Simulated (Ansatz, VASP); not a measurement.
# Hf2NO2: VASP beside Ansatz

Aim: how closely do two programs agree when they are given the same cell, functional and k mesh? The cell is taken from a series of runs on this material, whose earlier steps may have relaxed, scaled, displaced or heated it; both programs get it as it stands.

Calculated with Ansatz 0.2.0; plane waves, with VASP 6.6.1 beside it; single point at PBEsol.

## (1) The starting structure

The cell holds 5 atoms: 1 N, 2 Hf and 2 O. Its edges and angles: a = 3.260 Å, b = 3.260 Å, c = 20.000 Å, α = 90.0°, β = 90.0°, γ = 120.0°. Vacuum lies along c.

Coordinates:

```cif
data_structure
_symmetry_space_group_name_H-M 'P 1'
_symmetry_Int_Tables_number 1
_cell_length_a 3.2600
_cell_length_b 3.2600
_cell_length_c 20.0000
_cell_angle_alpha 90.000
_cell_angle_beta 90.000
_cell_angle_gamma 120.000
_cell_volume 184.08
loop_
_atom_site_label
_atom_site_type_symbol
_atom_site_fract_x
_atom_site_fract_y
_atom_site_fract_z
_atom_site_occupancy
N1 N 0.00000 0.00000 0.50000 1
Hf2 Hf 0.33333 0.66667 0.56000 1
Hf3 Hf 0.66667 0.33333 0.44000 1
O4 O 0.66667 0.33333 0.61000 1
O5 O 0.33333 0.66667 0.39000 1
```

## (2) Ansatz: single point, PBEsol

Ansatz runs on its default PAW (the set named soft_2) files.

With cell and atoms fixed, the geometry can't cause a difference; cores, projectors, grids and the points listed under the comparison can.

Input file input.yaml:

```yaml
crystal:
  lattice:
    - [3.26, 0.0, 0.0]
    - [-1.63, 2.82324, 0.0]
    - [0.0, 0.0, 20.0]
  atoms:
    - { symbol: "N", position: [0.0, 0.0, 0.5] }
    - { symbol: Hf, position: [0.333333, 0.666667, 0.56] }
    - { symbol: Hf, position: [0.666667, 0.333333, 0.44] }
    - { symbol: O, position: [0.666667, 0.333333, 0.61] }
    - { symbol: O, position: [0.333333, 0.666667, 0.39] }
  periodic: [true, true, false]
kpoints:
  mp_grid: { grid: [6, 6, 1] }
hamiltonian:
  xc: pbesol
scf:
  occupations: { method: gaussian, width: 0.1 }
output:
  forces: true
  stress: true
  eigenvalues: true
```

On the command line:

```bash
$ ansatz run input.yaml --threads 8 --pin off --max-ram 14336MiB --backend cpu --events-out ev --progress --plain --runs-dir out
```

Numbers of over 12 decimals in the logs are rounded to 6 here.

Log:

```text
Warning: crystal.periodic: the lattice vector that does not repeat stood 0.000° off the slab's normal, 20.000 Å along it as the deck builds it. The run solves the slab on a vector along the normal, 32.600 Å long, with every atom where it was (on the deck's vector they left 15.60 Å outside them, and the widest stretch free of ions among them is 1.20 Å). A fractional position that the run reports is one of the run's ce [...]
Warning: the atoms were moved onto the symmetric positions of the space group found under crystal.symmetry.tolerance 1.0e-5 (fractional; no operation is sought that the atoms, as they stand in a round, miss by more than twice it, and no atom is moved by as much as it), and the run uses the moved positions. Before a round's move an operation carried an atom to 3.26e-6 Å from where it should land, the largest such dist [...]
crystal.periodic: the lattice vector that does not repeat stood 0.000° off the slab's normal, 20.000 Å along it as the deck builds it. The run solves the slab on a vector along the normal, 32.600 Å long, with every atom where it was (on the deck's vector they left 15.60 Å outside them, and the widest stretch free of ions among them is 1.20 Å). A fractional position that the run reports is one of the run's cell, which [...]
Engine: ansatz 0.2.0, aarch64-unknown-linux-gnu
Pseudopotentials: kind: paw
Pseudopotential: N, paw, valence charge 5, recommended cutoff 420 eV (normal), N.paw.azcp
Pseudopotential: Hf, paw, valence charge 26, recommended cutoff 420 eV (normal), Hf.paw.azcp
Pseudopotential: O, paw, valence charge 6, recommended cutoff 420 eV (normal), O.paw.azcp
Functional definition: PBEsol
  exchange = pbesol_x
  correlation = pbesol_c
Crystal: 5 atoms, lattice volume = 300.043 Å³
Basis set: ecut = 420 eV, 5977 PW (Γ), exchange–correlation on 48×48×450 points (8 copies of the dense FFT grid, shifted against one another)
Bands: 42, of which v1, the nominal top of the filled ones, is band 35 counted from 1 (34 counted from 0)
Symmetry: 12 space group operations
Space group: P-3m1 (ITA 164), of the structure as read, at distance tolerance 6.7e-5 Å
k-points: 7 of 36
Non-local potential: N, projectors of the file, l = 0: 2, l = 1: 2, l = 2: 1
Non-local potential: Hf, projectors of the file, l = 0: 3, l = 1: 2, l = 2: 2, l = 3: 3
Non-local potential: O, projectors of the file, l = 0: 2, l = 1: 2, l = 2: 1
PAW form: soft (Blöchl's): semilocal exchange-correlation on the pseudo side does not see the compensation charge
PAW frozen core: N, regenerated for the run's functional, and the local potential with it (the file was generated under x = pbe(κ = 0.804, μ = 0.219515), c = pbe(β = 0.066725))
PAW frozen core: Hf, regenerated for the run's functional, and the local potential with it (the file was generated under x = pbe(κ = 0.804, μ = 0.219515), c = pbe(β = 0.066725))
PAW frozen core: O, regenerated for the run's functional, and the local potential with it (the file was generated under x = pbe(κ = 0.804, μ = 0.219515), c = pbe(β = 0.066725))
PAW one-centre angular grid: N, 110 points (default); XC on 64 Gauss nodes
PAW one-centre angular grid: Hf, 590 points (default); XC on 64 Gauss nodes
PAW one-centre angular grid: O, 110 points (default); XC on 64 Gauss nodes
Initial density: superposition of atomic densities (neutral atoms: chi_scale 0, normalization atom), corrected by the library's trained network
Initial wavefunctions: pseudopotential atomic-orbital guess
Functional: x = pbesol(κ = 0.804, μ = 0.123457), c = pbesol(β = 0.046)
SCF iter   1: F=—  HF=-32703.867563 eV  |F-HF|=—  |Δ(HF+E_count)|=         —  Δρ=7.95e-3  dr2=2.09e-1  ethr=1.77e-3  ⟨swp⟩=12.6  Hψ=1997  notcnv=0
preconditioner: auto → LDOS  [insulator: Δε(μ)=0.125 eV  Ē_g=17.841 eV  σ=0.100 eV  W_gap=0.60  n_scr=22 (ndim 8)  ℏωp=17.3 eV  f_vac=0.785  D(μ)=4.36/eV (n_scr^D=16)  ε∞_Penn≈1.9  β→1.0]
SCF iter   2: F=—  HF=-32703.833676 eV  |F-HF|=—  |Δ(HF+E_count)|=   3.39e-2  Δρ=3.10e-3  dr2=3.39e-2  ethr=3.03e-4  ⟨swp⟩=3.0  Hψ=669  notcnv=0  defer=14
SCF iter   3: F=—  HF=-32703.833696 eV  |F-HF|=—  |Δ(HF+E_count)|=   2.00e-5  Δρ=1.85e-3  dr2=1.47e-2  ethr=4.91e-5  ⟨swp⟩=3.1  Hψ=639  notcnv=0  defer=14
SCF iter   4: F=—  HF=-32703.832264 eV  |F-HF|=—  |Δ(HF+E_count)|=   1.43e-3  Δρ=7.42e-4  dr2=3.14e-3  ethr=2.13e-5  ⟨swp⟩=3.4  Hψ=642  notcnv=0  defer=14
SCF iter   5: F=—  HF=-32703.830928 eV  |F-HF|=—  |Δ(HF+E_count)|=   1.34e-3  Δρ=3.05e-4  dr2=4.58e-4  ethr=4.55e-6  ⟨swp⟩=3.1  Hψ=681  notcnv=0  defer=14
SCF iter   6: F=—  HF=-32703.830991 eV  |F-HF|=—  |Δ(HF+E_count)|=   6.31e-5  Δρ=1.04e-4  dr2=3.45e-5  ethr=6.63e-7  ⟨swp⟩=3.6  Hψ=648  notcnv=0  defer=14
SCF iter   7: F=—  HF=-32703.830827 eV  |F-HF|=—  |Δ(HF+E_count)|=   1.64e-4  Δρ=3.14e-5  dr2=3.89e-6  ethr=5.00e-8  ⟨swp⟩=4.3  Hψ=797  notcnv=0  defer=14
SCF iter   8: F=—  HF=-32703.830828 eV  |F-HF|=—  |Δ(HF+E_count)|=   1.37e-6  Δρ=1.08e-5  dr2=4.00e-7  ethr=5.63e-9  ⟨swp⟩=2.9  Hψ=655  notcnv=0  defer=14
SCF iter   9: F=-32703.830828 eV  HF=-32703.830828 eV  |F-HF|=2.63e-7  |Δ(HF+E_count)|=   1.14e-7  Δρ=3.93e-6  dr2=3.93e-8  ethr=1.45e-10  ⟨swp⟩=21.0  Hψ=2350  notcnv=0
SCF 1 converged in 9 iterations: F = -32703.830828 eV  dr2 = 3.93e-8
  greatest PAW one-centre occupation: 0.998 electrons in one spin orbital (limit 2), on the Hf atom at site 2 (counted from 0), in its partial waves of l = 3
SCF converged after 9 iterations
Free energy (F): -32703.830828 eV
Harris-Foulkes:  -32703.830828 eV  (|F-HF|=2.63e-7)
Internal energy: -32703.805208 eV  (E = F + TS)
E sigma→0 (E₀):  -32703.818018 eV
Entropy (-TS):   -0.025621 eV (-5.124 meV/atom)
Fermi energy:    -5.171427 eV
--- Per-component energies (eV) ---
  E_band       = -1541.557818
  E_kinetic    = 1328.002727
  E_local      = -313709.960241  (includes V_loc(G=0)·N_el)
  E_nonlocal   = -2333.082393
  E_hartree    = 155610.118444
  E_xc         = -801.903916
  E_vxc        = -796.712302  (∫ρ·V_xc dr)
  E_paw        = -14041.400762  (= ΣΔE_a)
  E_vpaw       = 2749.954671  (= ΣTr[D̂ρ^β])
  E_aug_tail   = 0.004956  (compensation charges beyond the density's cutoff)
  E_ewald      = 141241.815120
  E_core_change = 2.600858  (= ΣΔE_core)
  E_smearing   = -0.025621  (= −TS)
  E_closure    = 0.000000  (closes the sum)
  Σ components = -32703.830828   (vs F -32703.830828, Δ=0.00e0)
--- Forces (eV/Å), atoms counted from 1 ---
  atom   1  N     -0.00000000     0.00000000     0.00000000
  atom   2  Hf     0.00000000    -0.00000000     3.21458435
  atom   3  Hf     0.00000000     0.00000000    -3.21458435
  atom   4  O      0.00000000    -0.00000000    -0.59680395
  atom   5  O      0.00000000     0.00000000     0.59680395
  max |Σ_I F_I| component: 2.78e-17 eV/Å
--- 2D stress c σ (N/m, compression-positive) ---
       -4.453007      -0.000000       0.000000
        0.000000      -4.453007       0.000000
        0.000000       0.000000       0.000000
  P = ½ c Tr σ = -4.4530 N/m
--- Band table (eV; the first three rows and the last of 7) ---
  k-point 0: bands = [... 31 lower, -8.4422, -8.3215, -8.3215, -4.9131, -4.9131, -4.3328, -1.9546 (-1.9546°), -1.9431 (-1.9431°), ... 3 higher]
  k-point 1: bands = [... 31 lower, -9.4206, -8.8507, -8.1492, -5.2191, -4.0848, -3.8457, -2.0471, -1.7298, ... 3 higher]
  k-point 2: bands = [... 31 lower, -9.1630, -9.1526, -8.6463, -5.7697, -2.9143, -2.7256, -2.0811, -1.1035, ... 3 higher]
  k-point 6: bands = [... 31 lower, -9.6963, -9.1272, -9.1272, -3.8094, -3.8094, -3.7718, -1.3515, -0.9019, ... 3 higher]
  ° read free of the cell's end (the report's vacuum.weakly_bound_levels)
```

Reading the cycles: dr2 is the Hartree energy of the density residual (eV), the measure of convergence; HF is the Harris–Foulkes estimate of the energy, which meets the free energy F at convergence.

## (3) VASP: single point, PBEsol

The same cell, functional, mesh and smearing now go to VASP, with its own data sets.

Lines of VASP's logs that name or quote its potential files are left out, and so is its time.

Input file INCAR:

```
SYSTEM = Hf2NO2
PREC = Accurate
ENCUT = 520
EDIFF = 1E-06
NELM = 120
ISMEAR = 0
SIGMA = 0.1
LREAL = .FALSE.
ALGO = Normal
GGA = PS
NBANDS = 24
LASPH = .TRUE.
LORBIT = 11
LWAVE = .FALSE.
LCHARG = .FALSE.
ISIF = 2
LDIPOL = .TRUE.
IDIPOL = 3
DIPOL = 0.5 0.5 0.5
LVHAR = .TRUE.
GGA_COMPAT = .FALSE.
NELMDL = -8
KPAR = 2
```

Input file POSCAR:

```
Hf2NO2
1.0
    3.2600000000      0.0000000000      0.0000000000
   -1.6300000000      2.8232400000      0.0000000000
    0.0000000000      0.0000000000     20.0000000000
N Hf O
1 2 2
Direct
    0.0000000000      0.0000000000      0.5000000000
    0.3333333333      0.6666666667      0.5600000000
    0.6666666667      0.3333333333      0.4400000000
    0.6666666667      0.3333333333      0.6100000000
    0.3333333333      0.6666666667      0.3900000000
```

Input file KPOINTS:

```
Automatic mesh
0
Gamma
6 6 1
0 0 0
```

PAW data sets: N, Hf_pv and O (PBE family, release 64).

On the command line:

```bash
$ mpirun -np 2 vasp_std
```

Log:

```text
[banner, memory and clock lines left out]
running    2 mpi-ranks, on    1 nodes
 distrk:  each k-point on    1 cores,    2 groups
 distr:  one band on    1 cores,    1 groups

 POSCAR found type information on POSCAR N HfO
 POSCAR found :  3 types and       5 ions
|                                                                             |
|               ----> ADVICE to this user running VASP <----                  |
|                                                                             |
|     You enforced a specific xc type in the INCAR file but a different       |
|     [... a line on the potential file left out ...]
|     I HOPE YOU KNOW WHAT YOU ARE DOING!                                     |
|                                                                             |

 LDA part: xc-table for (Slater+PW92), standard interpolation
 POSCAR, INCAR and KPOINTS ok, starting setup
 FFT: planning ... GRIDC
 FFT: planning ... GRID_SOFT
 FFT: planning ... GRID
 WAVECAR not read
 entering main loop
       N       E                     dE             d eps       ncg     rms          rms(c)
DAV:   1     0.259174430303E+03    0.25917E+03   -0.19413E+04   392   0.128E+03
DAV:   2    -0.323815370389E+02   -0.29156E+03   -0.28715E+03   440   0.322E+02
DAV:   3    -0.601341664720E+02   -0.27753E+02   -0.27600E+02   424   0.916E+01
DAV:   4    -0.606542260925E+02   -0.52006E+00   -0.51821E+00   440   0.146E+01
DAV:   5    -0.606672145737E+02   -0.12988E-01   -0.12986E-01   424   0.209E+00
DAV:   6    -0.606677598085E+02   -0.54523E-03   -0.54522E-03   464   0.423E-01
DAV:   7    -0.606677722622E+02   -0.12454E-04   -0.12453E-04   424   0.618E-02
DAV:   8    -0.606677728950E+02   -0.63278E-06   -0.63271E-06   400   0.135E-02    0.765E+01
DAV:   9    -0.535063382758E+02    0.71614E+01   -0.42808E+01   424   0.354E+01    0.631E+01
DAV:  10    -0.536760604679E+02   -0.16972E+00   -0.96307E+00   400   0.191E+01    0.154E+01
DAV:  11    -0.531355781521E+02    0.54048E+00   -0.44524E+00   424   0.133E+01    0.244E+00
DAV:  12    -0.531069551643E+02    0.28623E-01   -0.36924E-01   408   0.389E+00    0.267E+00
DAV:  13    -0.531106119277E+02   -0.36568E-02   -0.92443E-02   448   0.175E+00    0.147E+00
DAV:  14    -0.531059447286E+02    0.46672E-02   -0.24640E-02   408   0.965E-01    0.287E-01
[...]
DAV:  20    -0.531075058078E+02   -0.85971E-05   -0.22601E-05   360   0.182E-02    0.164E-02
DAV:  21    -0.531075838852E+02   -0.78077E-04   -0.94345E-06   360   0.146E-02    0.222E-02
DAV:  22    -0.531076431335E+02   -0.59248E-04   -0.38589E-06   344   0.779E-03    0.716E-03
DAV:  23    -0.531076776789E+02   -0.34545E-04   -0.20413E-06   352   0.542E-03    0.398E-03
DAV:  24    -0.531076980977E+02   -0.20419E-04   -0.95237E-07   344   0.460E-03    0.490E-03
DAV:  25    -0.531077089748E+02   -0.10877E-04   -0.61831E-07   320   0.305E-03    0.197E-03
DAV:  26    -0.531077112507E+02   -0.22759E-05   -0.68129E-08   280   0.119E-03    0.110E-03
DAV:  27    -0.531077120161E+02   -0.76538E-06   -0.41404E-08   256   0.926E-04
   1 F= -.53107712E+02 E0= -.53094985E+02  d E =-.254535E-01
```

OUTCAR, selected parts (step 3):

```text
ion  position               nearest neighbor table
   1  0.000  0.000  0.500-   2 2.23   3 2.23   3 2.23   2 2.23   3 2.23   2 2.23
   2  0.333  0.667  0.560-   4 2.13   4 2.13   4 2.13   1 2.23   1 2.23   1 2.23   3 3.05   3 3.05
                             3 3.05
   3  0.667  0.333  0.440-   5 2.13   5 2.13   5 2.13   1 2.23   1 2.23   1 2.23   2 3.05   2 3.05
                             2 3.05
   4  0.667  0.333  0.610-   2 2.13   2 2.13   2 2.13
   5  0.333  0.667  0.390-   3 2.13   3 2.13   3 2.13

  LATTYP: Found a hexagonal cell.
 ALAT       =     3.2600000000
 C/A-ratio  =     6.1349693252

 Subroutine GETGRP returns: Found 12 space group operations
 (whereof 12 operations were pure point group operations)

The static configuration has the point symmetry D_3d.

 Found      7 irreducible k-points:

   k-points           NKPTS =      7   k-points in BZ     NKDIM =      7   number of bands    NBANDS=     24

   dimension x,y,z NGX =    24 NGY =   24 NGZ =  150
   dimension x,y,z NGXF=    48 NGYF=   48 NGZF=  300

   ENCUT  =  520.0 eV  38.22 Ry    6.18 a.u.   6.06  6.06 37.19*2*pi/ulx,y,z

   NELECT =      37.0000    total number of electrons

 k-points in reciprocal lattice and weights: Automatic mesh
   0.00000000  0.00000000  0.00000000       0.028
   0.16666667  0.00000000  0.00000000       0.167
   0.33333333  0.00000000  0.00000000       0.167
   0.50000000  0.00000000  0.00000000       0.083
   0.16666667  0.16666667  0.00000000       0.167
   0.33333333  0.16666667  0.00000000       0.333
   0.33333333  0.33333333  0.00000000       0.056

 dipolmoment           0.000000      0.000000     -0.000000 electrons x Angstroem

 average (electrostatic) potential at core
       1 -71.4199       2 -44.3916       3 -44.3916       4 -77.4774       5 -77.4774

 E-fermi :  -1.5444

 k-point     1 :       0.0000    0.0000    0.0000
  band No.  band energies     occupation
    ...
     14      -6.6512      2.00000
     15      -6.4326      2.00000
     16      -4.8657      2.00000
     17      -4.7543      2.00000
     18      -4.7543      2.00000
     19      -1.2800      0.00018
     20      -1.2799      0.00018
     21      -0.7056      0.00000
     22       1.7041      0.00000
     23       1.7094      0.00000
    ...

 k-point     2 :       0.1667    0.0000    0.0000
  band No.  band energies     occupation
    ...
     15      -6.2357      2.00000
     16      -5.7984      2.00000
     17      -5.2587      2.00000
     18      -4.5538      2.00000
     19      -1.5936      1.51310
     20      -0.4557      0.00000
     21      -0.2211      0.00000
     22       1.6091      0.00000
     23       1.9249      0.00000
     24       2.0297      0.00000

 k-point     3 :       0.3333    0.0000    0.0000
  band No.  band energies     occupation
    ...
     15      -6.3258      2.00000
     16      -5.5520      2.00000
     17      -5.4978      2.00000
     18      -5.0381      2.00000
     19      -2.1424      2.00000
     20       0.7243      0.00000
     21       0.9115      0.00000
     22       1.5690      0.00000
     23       2.5494      0.00000
     24       2.9812      0.00000

  Total       -3.4872081     -3.4872011      4.3650245     -0.0000000     -0.0000000      0.0000000
  in kB      -30.3524010    -30.3523404     37.9928501     -0.0000000     -0.0000000      0.0000000
  external PRESSURE =      -7.5706305 kB  Pullay stress =       0.0000000 kB

  energy-cutoff  :      520.00
  volume of cell :      184.08
      direct lattice vectors                 reciprocal lattice vectors
     3.260000000  0.000000000  0.000000000     0.306748466  0.177101486  0.000000000
    -1.630000000  2.823240000  0.000000000     0.000000000  0.354202972  0.000000000
     0.000000000  0.000000000 20.000000000     0.000000000  0.000000000  0.050000000

 POSITION                                       TOTAL-FORCE (eV/Angst)
 -----------------------------------------------------------------------------------
      0.00000      0.00000     10.00000        -0.000000      0.000000      0.000000
     -0.00000      1.88216     11.20000        -0.000000      0.000000      3.266505
      1.63000      0.94108      8.80000         0.000000     -0.000000     -3.266505
      1.63000      0.94108     12.20000        -0.000000      0.000000     -0.774748
     -0.00000      1.88216      7.80000         0.000000     -0.000000      0.774748
 -----------------------------------------------------------------------------------
    total drift:                               -0.000000      0.000000      0.000000

  FREE ENERGIE OF THE ION-ELECTRON SYSTEM (eV)
  ---------------------------------------------------
  free  energy   TOTEN  =       -53.1077120161 eV

  energy  without entropy=      -53.0822584766  energy(sigma->0) =      -53.09498525

 vacuum level on the upper side and lower side of the slab         3.678         3.678

 total charge
# of ion       s       p       d       tot
------------------------------------------
    1        1.239   2.528   0.000   3.767
    2        0.317   6.630   1.661   8.607
    3        0.317   6.630   1.661   8.607
    4        1.561   3.447   0.000   5.008
    5        1.561   3.447   0.000   5.008
--------------------------------------------------
tot          4.993  22.681   3.322  30.996

[... 3 further parts left out ...]
```

Harder data sets than Hf_pv exist (the GW ones), and pressures, volumes and forces can shift noticeably with them.

## (4) Differences

Known differences besides the potentials themselves: Ansatz cuts the interaction across the vacuum, VASP repeats the sheet with a dipole correction; the data sets hold 69 valence electrons in Ansatz (on its default PAW (the set named soft_2) files) and 37 in VASP; the cutoff is 420 eV in Ansatz and 520 eV in VASP; Ansatz makes its cores anew for this functional, VASP keeps those of its PBE data sets. Total energies have different zeros and are not compared.

Forces (eV/Å; atoms numbered as in POSCAR):

```tsv
atom	Ansatz x, y, z	VASP x, y, z
N1	0.000, 0.000, 0.000	0.000, 0.000, 0.000
Hf2	0.000, 0.000, 3.215	0.000, 0.000, 3.267
Hf3	0.000, 0.000, -3.215	0.000, 0.000, -3.267
O4	0.000, 0.000, -0.597	0.000, 0.000, -0.775
O5	0.000, 0.000, 0.597	0.000, 0.000, 0.775
```

The forces differ by 68 meV/Å r.m.s., which is 5.5 % of the r.m.s. force of 1.226 eV/Å (both taken over all components). With vacuum in the cell, a pressure given here is an average over mostly empty space and none of the material.

## (5) Further runs

Further runs change the set-up of one program: Ansatz's method, potentials or start, or VASP's data sets, cutoff or form of LDA. The table gives that difference for each run.

```tsv
run	r.m.s. force difference (meV/Å)
as above	68
VASP with the data sets N, Hf_sv and O	46
```

## (6) Outcome

```
r.m.s. force difference (single point, PBEsol) : 5.5 % of the r.m.s. force
```

What this shows: The r.m.s. force difference is 5.5 % of the r.m.s. force (single point, PBEsol), beyond the 3 % picked in this series as the mark of a large difference. The data sets hold unlike numbers of valence electrons (69 in Ansatz and 37 in VASP), so part of the differences comes from the potentials. Single point, PBEsol, VASP with the data sets N, Hf_sv and O: r.m.s. force difference goes from 68 to 46 meV/Å. How closely two codes agree says nothing of how well the functional describes the real material.

[Lines on the potential files, build, host, timing and source positions are cut from VASP's logs without a mark.]

[Logs are printed without paths, hosts, clocks, repeated set-up lines and the standing remarks that a program may print on its own settings, such as how far it seeks lower states.]

[Hosts, paths, dates, database ids (printed as entryN), source tags and the programs' standing remarks are cut or masked in the printed files.]
